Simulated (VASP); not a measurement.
Input of a VASP 6.6.1 run:

The input INCAR:

```
SYSTEM = Be12H3N
PREC     = Accurate       ! precision mode
ENCUT    = 520            ! plane-wave cutoff, eV
EDIFF    = 1E-6           ! SCF threshold, eV
ISMEAR   = -1             ! smearing method
SIGMA    = 0.05           ! smearing width, eV
LREAL    = Auto         
LASPH    = .True.         ! aspherical terms in the spheres
NELM     = 80             ! most SCF steps
ALGO     = Fast           ! electronic algorithm
ISIF     = 2              ! what is computed and relaxed
LWAVE    = .False.        ! write WAVECAR
LCHARG   = .False.        ! write CHGCAR
GGA      = PS             ! functional
NBANDS   = 30             ! bands
```

Contents of KPOINTS:

```
Automatic mesh
0
Gamma
  6 6 1
  0 0 0
```

File POSCAR:

```
Be12H3N
1.0
    4.5800000000      0.0000000000      0.0000000000
    2.2900000000      3.9663960000      0.0000000000
    0.0000000000      0.0000000000     14.5884300000
Be N H
12 1 3
Direct
    0.0000000000      0.0000000000      0.0685474722
    0.5000000000      0.0000000000      0.0685474722
    0.0000000000      0.5000000000      0.0685474722
    0.5000000000      0.5000000000      0.0685474722
   -0.1648464559      0.3343614707      0.1955795106
    0.3368071102      0.3323949500      0.1916307649
   -0.1633880023      0.8332118124      0.1896644807
    0.3371265606      0.8323914203      0.1938748721
    0.0071461529     -0.0042189433      0.3121100077
    0.5060477074      0.0040172489      0.3112844905
    0.0131381366      0.5024896657      0.3109314710
    0.5088906292      0.5007689600      0.3409665742
    0.5704025397      0.5003988507      0.4649437260
    0.3913969162      0.7224288750      0.4943018543
    0.5682061477      0.3008156523      0.4964293622
    0.8037874283      0.4772592046      0.4746787694
```

Potentials or basis: VASP PAW PBE potentials, release 64 (Be, N, H).

Launch:

```sh
$ cat potpaw_PBE.64/Be/POTCAR potpaw_PBE.64/N/POTCAR potpaw_PBE.64/H/POTCAR > POTCAR
$ mpirun -np 1 vasp_std > vasp.out
```

Problem. Predict the band gap on the k mesh.

Solution. None (metal or under the smearing width).

Problem. Predict the largest force.

Solution. 0.237 eV/Å.

Forces in eV/Å, atoms in the order of the input:
```
Be   0.093  0.080 -0.062
Be  -0.013 -0.032 -0.095
Be  -0.053 -0.054 -0.073
Be   0.116  0.009  0.207
Be  -0.001  0.000 -0.006
Be   0.003  0.000 -0.001
Be   0.003  0.000  0.002
Be  -0.004 -0.003  0.002
Be   0.009 -0.003  0.023
Be   0.006 -0.009  0.026
Be  -0.009  0.004  0.021
Be  -0.008  0.001 -0.003
N   -0.041  0.002 -0.014
H   -0.042  0.006 -0.005
H   -0.033 -0.011 -0.010
H   -0.027  0.012 -0.010
```

Caveat: the PAW data sets were made with another functional, which shifts forces and pressure a little.
